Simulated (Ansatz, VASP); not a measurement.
# Cross-check of SiGe between VASP and Ansatz

Aim: how closely do two programs agree when they are given the same cell, functional and k mesh? The cell is generated by rule, not measured, and may not be a known phase. Of the first pair: The two relaxations start from unlike cells of this crystal (the structure described is Ansatz's start), so only their ends are compared.

Program: Ansatz 0.2.0. Level of theory: plane waves, with VASP 6.6.1 beside it; relaxation of cell and atoms at r2SCAN. Results are calculated unless marked as measured.

## Step 1: The starting structure

Symmetry: P6_3/mmc, No. 194, hexagonal system. Conventional cell: a = 3.952 Å, b = 3.952 Å, c = 5.704 Å, α = 90.00°, β = 90.00°, γ = 120.00°. Nearest to Ge lie 3 Si at 2.28 Å. Nearest to Si lie 3 Ge at 2.28 Å. Farther neighbours are not listed.

As a file:

```cif
data_structure
_symmetry_space_group_name_H-M 'P6_3/mmc'
_symmetry_Int_Tables_number 194
_cell_length_a 3.9518
_cell_length_b 3.9518
_cell_length_c 5.7040
_cell_angle_alpha 90.000
_cell_angle_beta 90.000
_cell_angle_gamma 120.000
_cell_volume 77.15
loop_
_atom_site_label
_atom_site_type_symbol
_atom_site_symmetry_multiplicity
_atom_site_Wyckoff_symbol
_atom_site_fract_x
_atom_site_fract_y
_atom_site_fract_z
_atom_site_occupancy
Ge1 Ge 2 c 0.33333 0.66667 0.25000 1
Si1 Si 2 d 0.66667 0.33333 0.25000 1
```

## Step 2: Ansatz: relaxation of cell and atoms, r2SCAN, pair 1

Ansatz runs on its default PAW (the set named soft_2) files.

The relaxed volume is the usual yardstick between codes: in a stiff, nearly cubic crystal its relative difference is about their pressure difference at one cell divided by the bulk modulus.

The input, input.yaml:

```yaml
crystal:
  lattice:
    - [3.95185, 0.0, 0.0]
    - [-1.97592, 3.4224, 0.0]
    - [0.0, 0.0, 5.704]
  atoms:
    - { symbol: Ge, position: [0.333333, 0.666667, 0.25] }
    - { symbol: Ge, position: [0.666667, 0.333333, 0.75] }
    - { symbol: Si, position: [0.666667, 0.333333, 0.25] }
    - { symbol: Si, position: [0.333333, 0.666667, 0.75] }
kpoints:
  mp_grid: { grid: [6, 6, 4] }
hamiltonian:
  xc: r2scan
scf:
  occupations: { method: gaussian, width: 0.1 }
output:
  forces: true
  stress: true
  eigenvalues: true
relax:
  adjacent_minimum: "off"
  f_tol: 0.05
  max_steps: 80
  cell: { stress_tol: 0.5 }
```

Command:

```bash
$ ansatz run input.yaml --threads 4 --pin off --max-ram 7168MiB --backend cpu --events-out ev --progress --plain --runs-dir out
```

Numbers of over 12 decimals in the logs are rounded to 6 here.

The log of the run:

```text
Warning: the atoms were moved onto the symmetric positions of the space group found under crystal.symmetry.tolerance 1.0e-5 (fractional; no operation is sought that the atoms, as they stand in a round, miss by more than twice it, and no atom is moved by as much as it), and the run uses the moved positions. Before a round's move an operation carried an atom to 3.95e-6 Å from where it should land, the largest such dist [...]
The last accepted step is kept in <dir> (removed where the run ends without a failure and the disk answers)
Engine: ansatz 0.2.0, aarch64-unknown-linux-gnu
Pseudopotentials: kind: paw
Pseudopotential: Ge, paw, valence charge 14, recommended cutoff 500 eV (meta_gga), Ge.paw.azcp
Pseudopotential: Si, paw, valence charge 4, recommended cutoff 500 eV (meta_gga), Si.paw.azcp
Functional definition: r2SCAN
  parameter k0 = 0.174
  parameter k1 = 0.065
  parameter a1 = 4.9479
  exchange = r2scan_x(k0 = k0, k1 = k1, a1 = a1)
  correlation = r2scan_c
Crystal: 4 atoms, lattice volume = 77.146 Å³
Basis set: ecut = 500 eV, 1947 PW (Γ), exchange–correlation on 120×120×180 points (64 copies of the dense FFT grid, shifted against one another)
Bands: 22, of which v1, the nominal top of the filled ones, is band 18 counted from 1 (17 counted from 0)
Symmetry: 24 space group operations
Space group: P63/mmc (ITA 194), of the structure as read, at distance tolerance 4.3e-5 Å
k-points: 21 of 144
Non-local potential: Ge, projectors of the file, l = 0: 2, l = 1: 2, l = 2: 3, l = 3: 1
Non-local potential: Si, projectors of the file, l = 0: 2, l = 1: 2, l = 2: 2
PAW form: soft (Blöchl's): semilocal exchange-correlation on the pseudo side does not see the compensation charge
PAW frozen core: Ge, regenerated for the run's functional (the file was generated under x = pbe(κ = 0.804, μ = 0.219515), c = pbe(β = 0.066725))
PAW frozen core: Si, regenerated for the run's functional (the file was generated under x = pbe(κ = 0.804, μ = 0.219515), c = pbe(β = 0.066725))
PAW one-centre angular grid: Ge, 590 points (default); XC on 160 Gauss nodes
PAW one-centre angular grid: Si, 302 points (default); XC on 160 Gauss nodes
[...]
SCF iter   5: F=-9882.074832 eV  HF=-9882.074832 eV  |F-HF|=9.32e-8  |Δ(HF+E_count)|=   2.31e-6  Δρ=1.00e-5  dr2=4.78e-8  dr2_τ=9.89e-10  ethr=1.11e-9  ⟨swp⟩=3.0  Hψ=1929  notcnv=0
SCF 4 converged in 5 iterations: F = -9882.074832 eV  dr2 = 4.78e-8
relax step   4: F+E_penalty+E_count = -9882.07483232 eV  Δ(F+E_penalty+E_count) = -1.285e-2 eV  max|allowed force component| = 4.221e-17 eV/Å  Δτ_max = 0.0000 Å  P = -0.375 GPa  Ω = 83.871 Å³  energy of the carried Pulay correction = -1.294e-3 eV  (5 SCF iters, dr2 threshold 4.00e-7 eV, accepted)
[...]
relax step   5: F+E_penalty+E_count = -9882.07495616 eV  Δ(F+E_penalty+E_count) = -1.238e-4 eV  max|allowed force component| = 5.508e-17 eV/Å  Δτ_max = 0.0000 Å  P = -0.101 GPa  Ω = 83.733 Å³  energy of the carried Pulay correction = -1.263e-3 eV  (5 SCF iters, dr2 threshold 4.00e-7 eV, accepted)
[...]
relax step   6: F+E_penalty+E_count = -9882.07801646 eV  Δ(F+E_penalty+E_count) = -3.060e-3 eV  max|allowed force component| = 2.544e-17 eV/Å  Δτ_max = 0.0000 Å  P = +0.081 GPa  Ω = 83.480 Å³  energy of the carried Pulay correction = -1.220e-3 eV  (5 SCF iters, dr2 threshold 4.00e-7 eV, accepted)
[...]
relax step   7: F+E_penalty+E_count = -9882.07950844 eV  Δ(F+E_penalty+E_count) = -1.492e-3 eV  max|allowed force component| = 3.057e-17 eV/Å  Δτ_max = 0.0000 Å  P = +0.085 GPa  Ω = 83.480 Å³  stress off target by 1.26e-1 GPa  SCF on the basis re-selected at this cell (its energy is not comparable with the rows above)  (5 SCF iters)
basis re-selected at this cell: Δ(F+E_penalty+E_count) = -1.492e-3 eV, ΔP = +0.004 GPa vs the last step (what re-selecting the basis moved, of the pressure what is left beyond the Pulay correction that the steps carried, after the strain that the cell walked since its last selection, with what the two solves' SCF thresholds leave and, on support functions, any second-order correction that the steps lacked; it is no measure of the basis error at this ecutwfc). The dense FFT grid was sized anew with the basis: this SCF ran on 32×32×45 points, the steps before it on 30×30×45, so part of this shift can come from that change (see relax.cell in the input reference). [rest of the remark cut]
SCF converged after 5 iterations
Free energy (F): -9882.079508 eV
Harris-Foulkes:  -9882.079508 eV  (|F-HF|=2.36e-10)
Internal energy: -9882.072987 eV  (E = F + TS)
E sigma→0 (E₀):  -9882.076248 eV
Entropy (-TS):   -0.006521 eV (-1.630 meV/atom)
Fermi energy:    7.790024 eV
--- Per-component energies (eV) ---
  E_band       = -315.362726
  E_kinetic    = 301.028669
  E_local      = -5263.730908  (includes V_loc(G=0)·N_el)
  E_nonlocal   = 888.187491
  E_hartree    = 2317.352814
  E_xc         = -240.545799
  E_vxc        = -234.906585  (∫ρ·V_xc dr)
  E_paw        = -5104.863703  (= ΣΔE_a)
  E_vpaw       = -652.473472  (= ΣTr[D̂ρ^β])
  E_aug_tail   = 0.000051  (compensation charges beyond the density's cutoff)
  E_vtau       = 11.825849  (kinetic-family band-sum trace: ∫τ·v_τ [+ j·A + Jᵃ·Aᵃ] dr)
  E_ewald      = -2777.177204
  E_core_change = -2.324397  (= ΣΔE_core)
  E_smearing   = -0.006521  (= −TS)
  E_closure    = 0.000000  (closes the sum)
  Σ components = -9882.079508   (vs F -9882.079508, Δ=0.00e0)
--- Forces (eV/Å), atoms counted from 1 ---
  atom   1  Ge     0.00000000     0.00000000     0.00000000
  atom   2  Ge    -0.00000000    -0.00000000    -0.00000000
  atom   3  Si     0.00000000    -0.00000000    -0.00000000
  atom   4  Si    -0.00000000     0.00000000     0.00000000
  max |Σ_I F_I| component: 9.25e-18 eV/Å
--- Stress (GPa, compression-positive) ---
        0.126163      -0.000000      -0.000000
        0.000000       0.126163      -0.000000
       -0.000000      -0.000000       0.004052
  P = ⅓ Tr σ = 0.0855 GPa (0.855 kbar)
--- Band table (eV; the first three rows and the last of 21) ---
  k-point 0: bands = [... 14 lower, 4.7828, 4.7828, 7.2658, 7.2658, 9.0098, 9.3612, 9.3612, 9.5423]
  k-point 1: bands = [... 14 lower, 5.0402, 5.0402, 6.7264, 6.7264, 7.1532, 9.6334, 9.6334, 10.1777]
  k-point 2: bands = [... 14 lower, 5.7625, 5.7625, 5.7625, 5.7625, 6.4896, 6.4896, 10.4171, 10.4171]
  k-point 20: bands = [... 14 lower, 3.0278, 3.0278, 8.7469, 8.7469, 8.9071, 8.9071, 12.3702, 12.3702]
--- Relaxed structure (6 steps of the walk, 6 accepted, 1 SCFs on fresh bases) ---
  F+E_penalty+E_count = -9882.07950844 eV   max|allowed force component| = 3.057e-17 eV/Å   (the final SCF, on the basis selected at the relaxed cell)
  cell:  # Å, volume = 83.4797 Å³
    - [4.177172, -3.0513455954517682e-6, 0.0]
    - [-2.088583, 3.617538, 0.0]
    - [0.0, 0.0, 5.524407]
  atoms:
    - { symbol: Ge, position: [0.333333, 0.666667, 0.25] }
    - { symbol: Ge, position: [0.666667, 0.333333, 0.750000] }
    - { symbol: Si, position: [0.666667, 0.333333, 0.25] }
    - { symbol: Si, position: [0.333333, 0.666667, 0.750000] }
```

(Continued in part 2 of 3.)

[Lines on the potential files, build, host, timing and source positions are cut from VASP's logs without a mark.]

[Logs are printed without paths, hosts, clocks, repeated set-up lines and the standing remarks that a program may print on its own settings, such as how far it seeks lower states.]

[Hosts, paths, dates, database ids (printed as entryN), source tags and the programs' standing remarks are cut or masked in the printed files.]
